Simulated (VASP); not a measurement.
Data:

```
PtS2
1.0
    1.79106    -3.10221     0.00000
    1.79106     3.10221     0.00000
    0.00000     0.00000     5.09998
Pt S
1 2
Direct
  0.00000   0.00000   0.00000
  0.33333   0.66667   0.23000
  0.66667   0.33333   0.77000
```

Computed with PBE GGA, VASP's PBE PAW potentials (set 64) (plane waves; VASP). Run with 300 eV cut-off, 6×6×4 Γ-centred mesh, Fermi-Dirac smearing of 0.020 eV, potentials Pt S.

Unless said otherwise, spin-orbit coupling is left out, though it shifts the bands of the heavy elements here.

**Question.** Give the energies of bands 3 to 14 at the high-symmetry points, in eV from the valence-band maximum.

**Answer.** 
| band | Γ | M | K | A | L | H |
|---|---|---|---|---|---|---|
| 3 | -6.62 | -7.19 | -6.51 | -6.59 | -7.42 | -6.19 |
| 4 | -6.62 | -5.83 | -5.99 | -6.59 | -5.93 | -6.19 |
| 5 | -6.61 | -4.97 | -5.99 | -5.38 | -5.11 | -6.18 |
| 6 | -3.71 | -4.16 | -4.37 | -3.73 | -4.67 | -4.19 |
| 7 | -3.71 | -3.20 | -4.37 | -3.73 | -3.10 | -4.19 |
| 8 | -1.75 | -3.09 | -3.41 | -2.36 | -3.04 | -3.42 |
| 9 | -1.06 | -2.99 | -2.57 | -1.25 | -2.87 | -3.30 |
| 10 | -1.06 | -2.88 | -1.39 | -1.25 | -2.61 | -1.78 |
| 11 | -0.04 | -2.30 | -1.39 | -0.96 | -1.32 | -1.78 |
| 12 | 2.32 | 1.69 | 0.99 | 2.78 | 1.98 | 2.15 |
| 13 | 2.32 | 2.69 | 0.99 | 2.78 | 2.23 | 2.15 |
| 14 | 4.84 | 5.46 | 5.57 | 5.57 | 5.27 | 7.05 |

The gap is indirect, 0.91 eV, from the valence maximum at K-Γ at 0.80 to the conduction minimum at (0.00, 0.33, 0.25).

The structure is a typed PtS2 crystal (P-3m1). The cell was not relaxed at this level.
